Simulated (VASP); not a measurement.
Given:

```
CELL_PARAMETERS angstrom
      0.00000     2.91502     2.91502
      2.91502     0.00000     2.91502
      2.91502     2.91502     0.00000
ATOMIC_POSITIONS crystal
  Al 0.25000 0.25000 0.25000
  Al 0.75000 0.75000 0.75000
  Pt 0.00000 0.00000 0.00000
```

Computed with AM05 GGA, VASP's PBE PAW potentials (set 64) (plane waves; VASP). Run with 520 eV cut-off, 9×9×9 Γ-centred mesh, first-order Methfessel-Paxton smearing of 0.10 eV, potentials Al Pt.

Unless said otherwise, spin-orbit coupling is left out, though it shifts the bands of the heavy elements here.

Task: What does the run give for the energy per atom (σ→0), pressure, band gap (on the k-mesh) with the smallest direct gap where there is one?

Result: 
The band gap (on the k-mesh) is none (metal, semimetal or under 0.01 eV), the energy per atom (σ→0) is -5.718 eV/atom and the pressure comes out as 4.62 GPa.

Only differences to runs with the same potentials and settings are physical.

The compound is PtAl2 in the fluorite structure. This cell is one point of a volume scan, at 0.97 of the reference volume.
